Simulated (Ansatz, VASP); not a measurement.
# MoSeO (2H-MoOSe monolayer) in two plane-wave programs

Wanted: the spread between two codes on one cell, functional and k mesh. The cell is taken from a series of runs on this material, whose earlier steps may have relaxed, scaled, displaced or heated it; both programs get it as it stands.

Program: Ansatz 0.2.0. Level of theory: plane waves, with VASP 6.6.1 beside it; single point at PBE with D3(BJ) and single point at PBE, spin-orbit coupling. Results are calculated unless marked as measured.

## 1. The structure

The cell holds 3 atoms: 1 Se, 1 Mo and 1 O. Its edges and angles: a = 3.046 Å, b = 3.046 Å, c = 20.889 Å, α = 90.0°, β = 90.0°, γ = 120.0°. Vacuum lies along c.

## 2. VASP: single point, PBE with D3(BJ)

A single point gives forces, pressure and levels at one fixed geometry, so differences don't come from the geometry; what else differs is listed under the comparison.

Lines of VASP's logs that name or quote its potential files are left out, and so is its time.

INCAR

```
SYSTEM = MoSeO
PREC = Accurate
ENCUT = 520
EDIFF = 1E-06
NELM = 120
ISMEAR = -1
SIGMA = 0.05
LREAL = .FALSE.
ALGO = Normal
GGA = PE
IVDW = 12
NBANDS = 19
LASPH = .TRUE.
LORBIT = 11
LWAVE = .FALSE.
LCHARG = .FALSE.
ISIF = 2
LDIPOL = .TRUE.
IDIPOL = 3
DIPOL = 0.5 0.5 0.506
LVHAR = .TRUE.
GGA_COMPAT = .FALSE.
EFERMI = MIDGAP
NELMDL = -8
KPAR = 2
```

POSCAR

```
MoSeO
1.0
    3.0462914802      0.0000000000      0.0000000000
   -1.5231457401      2.6381658092      0.0000000000
    0.0000000000      0.0000000000     20.8888182082
Se Mo O
1 1 1
Direct
    0.3333333333      0.6666666667      0.4308525217
    1.0000000000      0.0000000000      0.5157053647
    0.3333333333      0.6666666667      0.5691474783
```

KPOINTS

```
Automatic mesh
0
Gamma
18 18 1
0 0 0
```

PAW data sets: Se, Mo_sv and O (PBE family, release 64).

Run with:

```
mpirun -np 2 vasp_std
```

Numbers of over 12 decimals in the logs are rounded to 6 here.

Log:

```text
[banner, memory and clock lines left out]
running    2 mpi-ranks, on    1 nodes
 distrk:  each k-point on    1 cores,    2 groups
 distr:  one band on    1 cores,    1 groups

 POSCAR found type information on POSCAR SeMoO
 POSCAR found :  3 types and       3 ions
 LDA part: xc-table for (Slater+PW92), standard interpolation
 POSCAR, INCAR and KPOINTS ok, starting setup
 FFT: planning ... GRIDC
 FFT: planning ... GRID_SOFT
 FFT: planning ... GRID
 WAVECAR not read
 entering main loop
       N       E                     dE             d eps       ncg     rms          rms(c)
DAV:   1     0.180544316976E+03    0.18054E+03   -0.13754E+04  1822   0.109E+03
DAV:   2    -0.117920748112E+02   -0.19234E+03   -0.18842E+03  1872   0.265E+02
DAV:   3    -0.257047279326E+02   -0.13913E+02   -0.13748E+02  1893   0.679E+01
DAV:   4    -0.259096833237E+02   -0.20496E+00   -0.20328E+00  1856   0.813E+00
DAV:   5    -0.259119971693E+02   -0.23138E-02   -0.23130E-02  1746   0.824E-01
DAV:   6    -0.259120421091E+02   -0.44940E-04   -0.44938E-04  1832   0.106E-01
DAV:   7    -0.259120429285E+02   -0.81947E-06   -0.81957E-06  1801   0.146E-02
DAV:   8    -0.259120429514E+02   -0.22875E-07   -0.22573E-07  1619   0.236E-03    0.257E+01
DAV:   9    -0.234538210993E+02    0.24582E+01   -0.22789E+01  1559   0.347E+01    0.779E+00
DAV:  10    -0.230874725412E+02    0.36635E+00   -0.99376E+00  1632   0.202E+01    0.750E+00
DAV:  11    -0.227867363683E+02    0.30074E+00   -0.18875E+00  1624   0.950E+00    0.863E-01
DAV:  12    -0.227731693277E+02    0.13567E-01   -0.18762E-01  1849   0.266E+00    0.422E-01
DAV:  13    -0.227709638615E+02    0.22055E-02   -0.22415E-02  1740   0.985E-01    0.202E-01
DAV:  14    -0.227705656013E+02    0.39826E-03   -0.35146E-03  1641   0.433E-01    0.778E-02
[...]
DAV:  18    -0.227707097140E+02   -0.11980E-03   -0.27456E-05  1863   0.316E-02    0.949E-03
DAV:  19    -0.227708207949E+02   -0.11108E-03   -0.15910E-05  1759   0.210E-02    0.361E-03
DAV:  20    -0.227708594993E+02   -0.38704E-04   -0.12022E-06  1541   0.572E-03    0.320E-03
DAV:  21    -0.227708896684E+02   -0.30169E-04   -0.12663E-06  1452   0.512E-03    0.143E-03
DAV:  22    -0.227709001291E+02   -0.10461E-04   -0.48981E-07  1395   0.224E-03    0.820E-04
DAV:  23    -0.227709032583E+02   -0.31292E-05   -0.19219E-07  1248   0.190E-03    0.468E-04
DAV:  24    -0.227709068486E+02   -0.35903E-05   -0.20097E-07  1359   0.171E-03    0.273E-04
DAV:  25    -0.227709077824E+02   -0.93372E-06   -0.20675E-08  1125   0.707E-04
   1 F= -.23536827E+02 E0= -.23536825E+02  d E =-.454188E-05
```

From OUTCAR (step 2):

```text
ion  position               nearest neighbor table
   1  0.333  0.667  0.431-   2 2.50   2 2.50   2 2.50
   2  0.000  0.000  0.516-   3 2.08   3 2.08   3 2.08   1 2.50   1 2.50   1 2.50
   3  0.333  0.667  0.569-   2 2.08   2 2.08   2 2.08

  LATTYP: Found a hexagonal cell.
 ALAT       =     3.0462914802
 C/A-ratio  =     6.8571304959

 Subroutine GETGRP returns: Found  6 space group operations
 (whereof  6 operations were pure point group operations)

The static configuration has the point symmetry C_3v.

 Found     37 irreducible k-points:

   k-points           NKPTS =     37   k-points in BZ     NKDIM =     37   number of bands    NBANDS=     19

   dimension x,y,z NGX =    24 NGY =   24 NGZ =  160
   dimension x,y,z NGXF=    48 NGYF=   48 NGZF=  320

   ENCUT  =  520.0 eV  38.22 Ry    6.18 a.u.   5.66  5.66 38.84*2*pi/ulx,y,z

   NELECT =      26.0000    total number of electrons

 k-points in reciprocal lattice and weights: Automatic mesh
   0.00000000  0.00000000  0.00000000       0.003
   0.05555556 -0.00000000  0.00000000       0.019
   0.11111111 -0.00000000  0.00000000       0.019
   0.16666667 -0.00000000  0.00000000       0.019
   0.22222222 -0.00000000  0.00000000       0.019
   0.27777778  0.00000000  0.00000000       0.019
   0.33333333 -0.00000000  0.00000000       0.019
   0.38888889  0.00000000  0.00000000       0.019
   0.44444444 -0.00000000  0.00000000       0.019
[...]
0.33333333  0.27777778  0.00000000       0.037
   0.33333333  0.33333333  0.00000000       0.006

 dipolmoment           0.000000      0.000000      0.105420 electrons x Angstroem

 average (electrostatic) potential at core
       1 -61.0321       2 -84.5509       3 -77.9437

 E-fermi :  -1.4825

 k-point     1 :       0.0000    0.0000    0.0000
  band No.  band energies     occupation
    ...
      9      -6.9393      2.00000
     10      -5.6615      2.00000
     11      -3.5763      2.00000
     12      -3.5763      2.00000
     13      -1.9153      1.99965
     14       0.1568      0.00000
     15       0.1568      0.00000
     16       1.0828      0.00000
     17       1.0828      0.00000
     18       1.5940      0.00000
    ...

 k-point     2 :       0.0556   -0.0000    0.0000
  band No.  band energies     occupation
    ...
      9      -6.9135      2.00000
     10      -5.6179      2.00000
     11      -3.6933      2.00000
     12      -3.6210      2.00000
     13      -1.9606      1.99986
     14       0.1297      0.00000
     15       0.1894      0.00000
     16       0.8267      0.00000
     17       1.0662      0.00000
     18       1.6988      0.00000
    ...

 k-point     3 :       0.1111   -0.0000    0.0000
  band No.  band energies     occupation
    ...
      9      -6.8448      2.00000
     10      -5.5316      2.00000
     11      -4.0240      2.00000
     12      -3.7297      2.00000
     13      -2.1215      1.99999
     14       0.0200      0.00000
     15       0.2329      0.00000
     16       0.4213      0.00000
     17       1.0661      0.00000
     18       1.9185      0.00000
    ...

 Edisp (eV)   -0.76592

  Total       0.11259     0.11259     0.10541     0.00000     0.00000     0.00000
  in kB       1.07452     1.07452     1.00606     0.00000     0.00000     0.00000
  external pressure =        1.05 kB  Pullay stress =        0.00 kB

  energy-cutoff  :      520.00
  volume of cell :      167.88
      direct lattice vectors                 reciprocal lattice vectors
     3.046291480  0.000000000  0.000000000     0.328267996  0.189525616  0.000000000
    -1.523145740  2.638165809  0.000000000     0.000000000  0.379051232  0.000000000
     0.000000000  0.000000000 20.888818208     0.000000000  0.000000000  0.047872502

 POSITION                                       TOTAL-FORCE (eV/Angst)
 -----------------------------------------------------------------------------------
     -0.00000      1.75878      9.00000         0.000000      0.000000     -0.048870
      0.00000      0.00000     10.77248         0.000000     -0.000000      0.007654
     -0.00000      1.75878     11.88882        -0.000000      0.000000      0.041215
 -----------------------------------------------------------------------------------
    total drift:                                0.000000     -0.000000     -0.000320

  FREE ENERGIE OF THE ION-ELECTRON SYSTEM (eV)
  ---------------------------------------------------
  free  energy   TOTEN  =       -23.5368273923 eV

  energy  without entropy=      -23.5368228504  energy(sigma->0) =      -23.53682512

 vacuum level on the upper side and lower side of the slab         4.592         2.219

 total charge
# of ion       s       p       d       tot
------------------------------------------
    1        1.487   2.354   0.079   3.920
    2        2.279   6.221   3.868  12.369
    3        1.578   3.379   0.000   4.956
--------------------------------------------------
tot          5.344  11.954   3.947  21.245

[... 3 further parts left out ...]
```

This run has no spin polarisation, so a moment on Mo, if there is one, isn't seen.

## 3. Ansatz: single point, PBE with D3(BJ)

Ansatz runs on its default PAW (the set named soft_2) files.

The same cell, functional, mesh and smearing now go to Ansatz, which takes its cutoff from its data sets.

input.yaml

```yaml
crystal:
  lattice:
    - [3.0462914802, 0.0, 0.0]
    - [-1.5231457401, 2.6381658092, 0.0]
    - [0.0, 0.0, 20.8888182082]
  atoms:
    - { symbol: Se, position: [0.3333333333, 0.6666666667, 0.4308525217] }
    - { symbol: Mo, position: [0.0, 0.0, 0.5157053647] }
    - { symbol: O, position: [0.3333333333, 0.6666666667, 0.5691474783] }
kpoints:
  mp_grid: { grid: [18, 18, 1] }
  band_path:
    path: [[0, 0, 0], [0.5, 0, 0], [0.33333333, 0.33333333, 0], [0, 0, 0]]
    npoints: 16
hamiltonian:
  xc: pbe
  dispersion: d3bj
scf:
  occupations: { method: fermi_dirac, width: 0.05 }
  convergence: { dr2_threshold: 1.0e-10 }
efield:
  axis: 3
  dipole_correction: true
  ramp_position: 0.97
  ramp_width: 0.06
  amplitude: 0
output:
  dos: { projected: true, e_range: [-6, 5] }
  bader: true
  write_potential: true
  write_density: true
  volumetric_format: npy
  elf: true
```

Run with:

```
ansatz run input.yaml --threads 2 --pin off --max-ram 3072MiB --backend cpu --events-out ev --progress --plain --runs-dir out
```

Log:

```text
Engine: ansatz 0.2.0, aarch64-unknown-linux-gnu
Pseudopotentials: kind: paw
Pseudopotential: Se, paw, valence charge 16, recommended cutoff 420 eV (normal), Se.paw.azcp
Pseudopotential: Mo, paw, valence charge 14, recommended cutoff 420 eV (normal), Mo.paw.azcp
Pseudopotential: O, paw, valence charge 6, recommended cutoff 420 eV (normal), O.paw.azcp
Functional definition: PBE
  parameter kappa = 0.804
  parameter beta = 0.066725
  exchange = pbe_x(kappa = kappa, mu = beta*pi^2/3)
  correlation = pbe_c(beta = beta)
Crystal: 3 atoms, lattice volume = 167.876 Å³
Basis set: ecut = 420 eV, 3261 PW (Γ)
Bands: 22, of which v1, the nominal top of the filled ones, is band 18 counted from 1 (17 counted from 0)
Symmetry: 6 space group operations
Space group: P3m1 (ITA 156), of the structure as read, at distance tolerance 5.5e-5 Å
k-points: 37 of 324 (time reversal used)
Non-local potential: Se, projectors of the file, l = 0: 2, l = 1: 2, l = 2: 3, l = 3: 1
Non-local potential: Mo, projectors of the file, l = 0: 3, l = 1: 2, l = 2: 2, l = 3: 1
Non-local potential: O, projectors of the file, l = 0: 2, l = 1: 2, l = 2: 1
PAW form: soft (Blöchl's): semilocal exchange-correlation on the pseudo side does not see the compensation charge
PAW one-centre angular grid: Se, 590 points (default); XC on 64 Gauss nodes
PAW one-centre angular grid: Mo, 590 points (default); XC on 64 Gauss nodes
PAW one-centre angular grid: O, 110 points (default); XC on 64 Gauss nodes
Initial density: superposition of atomic densities (neutral atoms: chi_scale 0, normalization atom), corrected by the library's trained network
Initial wavefunctions: pseudopotential atomic-orbital guess
Functional: x = pbe(κ = 0.804, μ = 0.219515), c = pbe(β = 0.066725)
SCF iter   1: F=—  HF=-10994.188796 eV  |F-HF|=—  |Δ(HF+E_count)|=         —  Δρ=6.13e-3  dr2=1.30e-1  ethr=1.77e-3  p=-0.100 e·Å  D=-1.08e-1 V/Å  ΔV_dip=2.25 eV  dr2_dipole=1.52e-2  V_vac-E_F(+/−)=6.08/3.83 eV  ⟨swp⟩=9.5  Hψ=4777  notcnv=0
efield: sawtooth ramp at fractional position 0.9700 (set: `efield.ramp_position`, or a place that a band, a saddle search or an elastic batch's reference lends), width 0.0600; the density the first Hamiltonian is built on has a dipole p = -0.100 e·Å; the dipole correction subtracts the counter field D = -1.08e-1 V/Å, which shifts the + side's vacuum level by +2.25 eV against the − side's; the planar-averaged density in the ramp window peaks in size at 2.6e-5 e/Å³
preconditioner: auto → none  [insulator: Δε(μ)=0.885 eV  Ē_g=9.072 eV  σ=0.050 eV  W_gap=1.00  n_scr=14 (ndim 8)  ℏωp=12.2 eV  f_vac=0.711  D(μ)=0.00/eV (n_scr^D=0)  ε∞_Penn≈2.8]
SCF iter   2: F=—  HF=-10994.410212 eV  |F-HF|=—  |Δ(HF+E_count)|=   2.21e-1  Δρ=1.45e-2  dr2=2.38e0  ethr=3.60e-4  p=-0.016 e·Å  D=-1.72e-2 V/Å  ΔV_dip=0.36 eV  dr2_dipole=4.89e-1  V_vac-E_F(+/−)=5.44/5.08 eV  ⟨swp⟩=4.4  Hψ=2148  notcnv=0  recentre
SCF iter   3: F=—  HF=-10994.179439 eV  |F-HF|=—  |Δ(HF+E_count)|=   2.31e-1  Δρ=4.26e-3  dr2=4.68e-2  ethr=3.60e-4  p=-0.098 e·Å  D=-1.06e-1 V/Å  ΔV_dip=2.21 eV  dr2_dipole=4.57e-3  V_vac-E_F(+/−)=6.02/3.81 eV  ⟨swp⟩=4.0  Hψ=1695  notcnv=0
SCF iter   4: F=—  HF=-10994.177364 eV  |F-HF|=—  |Δ(HF+E_count)|=   2.07e-3  Δρ=2.31e-3  dr2=6.71e-3  ethr=1.30e-4  p=-0.097 e·Å  D=-1.04e-1 V/Å  ΔV_dip=2.18 eV  dr2_dipole=2.92e-6  V_vac-E_F(+/−)=6.03/3.85 eV  ⟨swp⟩=2.0  Hψ=1231  notcnv=0
SCF iter   5: F=—  HF=-10994.177696 eV  |F-HF|=—  |Δ(HF+E_count)|=   3.31e-4  Δρ=9.45e-4  dr2=6.37e-4  ethr=1.86e-5  p=-0.101 e·Å  D=-1.09e-1 V/Å  ΔV_dip=2.28 eV  dr2_dipole=2.14e-7  V_vac-E_F(+/−)=6.02/3.74 eV  ⟨swp⟩=2.1  Hψ=1117  notcnv=0
SCF iter   6: F=—  HF=-10994.178062 eV  |F-HF|=—  |Δ(HF+E_count)|=   3.66e-4  Δρ=5.72e-4  dr2=5.13e-4  ethr=1.77e-6  p=-0.104 e·Å  D=-1.12e-1 V/Å  ΔV_dip=2.34 eV  dr2_dipole=1.46e-5  V_vac-E_F(+/−)=6.05/3.71 eV  ⟨swp⟩=3.4  Hψ=1462  notcnv=0
SCF iter   7: F=—  HF=-10994.177982 eV  |F-HF|=—  |Δ(HF+E_count)|=   7.93e-5  Δρ=1.72e-4  dr2=3.99e-5  ethr=1.43e-6  p=-0.104 e·Å  D=-1.12e-1 V/Å  ΔV_dip=2.35 eV  dr2_dipole=1.50e-6  V_vac-E_F(+/−)=6.05/3.70 eV  ⟨swp⟩=2.0  Hψ=1042  notcnv=0
SCF iter   8: F=—  HF=-10994.177987 eV  |F-HF|=—  |Δ(HF+E_count)|=   4.77e-6  Δρ=3.35e-5  dr2=1.49e-6  ethr=1.11e-7  p=-0.104 e·Å  D=-1.12e-1 V/Å  ΔV_dip=2.35 eV  dr2_dipole=2.98e-8  V_vac-E_F(+/−)=6.05/3.70 eV  ⟨swp⟩=2.1  Hψ=1164  notcnv=0
SCF iter   9: F=—  HF=-10994.178058 eV  |F-HF|=—  |Δ(HF+E_count)|=   7.11e-5  Δρ=7.78e-6  dr2=4.72e-8  ethr=4.14e-9  p=-0.104 e·Å  D=-1.12e-1 V/Å  ΔV_dip=2.35 eV  dr2_dipole=1.81e-10  V_vac-E_F(+/−)=6.05/3.70 eV  ⟨swp⟩=2.1  Hψ=1373  notcnv=0
SCF iter  10: F=—  HF=-10994.178058 eV  |F-HF|=—  |Δ(HF+E_count)|=   4.20e-9  Δρ=1.51e-6  dr2=4.02e-9  ethr=1.31e-10  p=-0.104 e·Å  D=-1.12e-1 V/Å  ΔV_dip=2.35 eV  dr2_dipole=5.52e-11  V_vac-E_F(+/−)=6.05/3.70 eV  ⟨swp⟩=2.7  Hψ=1665  notcnv=0
SCF iter  11: F=—  HF=-10994.178058 eV  |F-HF|=—  |Δ(HF+E_count)|=  9.11e-10  Δρ=5.78e-7  dr2=8.33e-10  ethr=1.12e-11  p=-0.104 e·Å  D=-1.12e-1 V/Å  ΔV_dip=2.35 eV  dr2_dipole=5.42e-11  V_vac-E_F(+/−)=6.05/3.70 eV  ⟨swp⟩=3.0  Hψ=1499  notcnv=0
SCF iter  12: F=—  HF=-10994.178058 eV  |F-HF|=—  |Δ(HF+E_count)|=  2.24e-10  Δρ=4.98e-7  dr2=2.73e-9  ethr=2.31e-12  p=-0.104 e·Å  D=-1.12e-1 V/Å  ΔV_dip=2.35 eV  dr2_dipole=5.45e-10  V_vac-E_F(+/−)=6.05/3.70 eV  ⟨swp⟩=2.9  Hψ=1553  notcnv=0  recentre
SCF iter  13: F=—  HF=-10994.178058 eV  |F-HF|=—  |Δ(HF+E_count)|=  2.04e-10  Δρ=2.95e-7  dr2=5.76e-10  ethr=2.31e-12  p=-0.104 e·Å  D=-1.12e-1 V/Å  ΔV_dip=2.35 eV  dr2_dipole=9.27e-11  V_vac-E_F(+/−)=6.05/3.70 eV  ⟨swp⟩=2.0  Hψ=988  notcnv=0
SCF iter  14: F=-10994.178058 eV  HF=-10994.178058 eV  |F-HF|=5.64e-11  |Δ(HF+E_count)|=  3.64e-12  Δρ=9.39e-8  dr2=1.82e-11  ethr=1.00e-12  p=-0.104 e·Å  D=-1.12e-1 V/Å  ΔV_dip=2.35 eV  dr2_dipole=2.68e-12  V_vac-E_F(+/−)=6.05/3.70 eV  ⟨swp⟩=2.8  Hψ=2463  notcnv=0
SCF 1 converged in 14 iterations: F = -10994.178058 eV  dr2 = 1.82e-11
  greatest PAW one-centre occupation: 1.000 electrons in one spin orbital (limit 2), on the Se atom at site 0 (counted from 0), in its partial waves of l = 2
NSCF: frozen V_eff on 49 k-points
efield: sawtooth ramp at fractional position 0.9700 (kept from the solve that this one continues, or follows in the run), width 0.0600; the density the first Hamiltonian is built on has a dipole p = -0.104 e·Å; the dipole correction subtracts the counter field D = -1.12e-1 V/Å, which shifts the + side's vacuum level by +2.35 eV against the − side's; the planar-averaged density in the ramp window peaks in size at 9.1e-6 e/Å³
WARN: The output density's exchange-correlation potential varies sharply where the density is thin. Do not read a vacuum level from v_tot or v_xc, or from such a field of the output density. On a cell that repeats whose density bears no net charge and no dipole along the vacuum's axis use v_es (v_loc + v_h of the components); under efield.dipole_correction with no amplitude use v_es + v_field, which holds any externa [...]
SCF converged after 14 iterations
Free energy (F): -10994.178058 eV
Harris-Foulkes:  -10994.178058 eV  (|F-HF|=5.64e-11)
Internal energy: -10994.178054 eV  (E = F + TS)
E sigma→0 (E₀):  -10994.178056 eV
Entropy (-TS):   -0.000005 eV (-0.002 meV/atom)
Fermi energy:    0.152858 eV
Dipole field:    D = -0.112452 V/Å  (p = -0.104326 e·Å, saw-weighted, corrected)
Work function:   Φ+ = 6.0468 eV   Φ− = 3.6979 eV
Levels:          The Fermi level and band energies are counted from a zero that moves with the ramp; work functions are not
--- Per-component energies (eV) ---
  E_band       = -954.168429
  E_kinetic    = 734.359729
  E_local      = -35766.842295  (includes V_loc(G=0)·N_el)
  E_nonlocal   = -405.825730
  E_hartree    = 17433.178259
  E_xc         = -361.916882
  E_vxc        = -421.923805  (∫ρ·V_xc dr)
  E_paw        = -5269.546376  (= ΣΔE_a)
  E_vpaw       = 40.801315  (= ΣTr[D̂ρ^β])
  E_aug_tail   = 0.001841  (compensation charges beyond the density's cutoff)
  E_efield     = 0.005866  (sawtooth field / dipole correction)
  E_vefield    = -1.096047  (∫n·V_field dr)
  E_ewald      = 12643.173523
  E_disp       = -0.765987  (pairwise vdW)
  E_smearing   = -0.000005  (= −TS)
  E_closure    = 0.000000  (closes the sum)
  Σ components = -10994.178058   (vs F -10994.178058, Δ=0.00e0)
--- Band table (eV; the first three rows and the last of 37) ---
  k-point 0: bands = [... 14 lower, -4.0314, -1.9373, -1.9373, -0.2794, 1.7913, 1.7913, 2.7113, 2.7113]
  k-point 1: bands = [... 14 lower, -3.9881, -2.0542, -1.9819, -0.3254, 1.7648, 1.8237, 2.4560, 2.6950]
  k-point 2: bands = [... 14 lower, -3.9022, -2.3851, -2.0905, -0.4877, 1.6546, 1.8664, 2.0533, 2.6956]
  k-point 36: bands = [... 14 lower, -5.0617, -4.2694, -3.3071, -1.4038, 0.6094, 1.9973, 2.7964, 3.3020]
--- Bader charges: 3 sites ---
  site symbol  charge [e]  shift [e]
     0     Se     -0.4324     0.0005
     1     Mo      1.4283     0.0000
     2      O     -0.9958     0.0005
  estimated error of the sums over rays = 6.8e-4 e
```

Reading the cycles: dr2 is the Hartree energy of the density residual (eV), the measure of convergence; HF is the Harris–Foulkes estimate of the energy, which meets the free energy F at convergence.

## 4. Side by side

Known differences besides the potentials themselves: the data sets hold 36 valence electrons in Ansatz (on its default PAW (the set named soft_2) files) and 26 in VASP; the cutoff is 420 eV in Ansatz and 520 eV in VASP. Total energies have different zeros and are not compared.

Both answers:

```tsv
quantity	Ansatz	VASP	difference
gap on the k mesh (eV)	0.889	0.889	0.000
```

A gap on the mesh is an upper bound, since the band edges may lie between its points. With vacuum in the cell, a pressure given here is an average over mostly empty space and none of the material.

(Continued in part 2 of 2.)

[Lines on the potential files, build, host, timing and source positions are cut from VASP's logs without a mark.]

[Logs are printed without paths, hosts, clocks, repeated set-up lines and the standing remarks that a program may print on its own settings, such as how far it seeks lower states.]

[Hosts, paths, dates, database ids (printed as entryN), source tags and the programs' standing remarks are cut or masked in the printed files.]
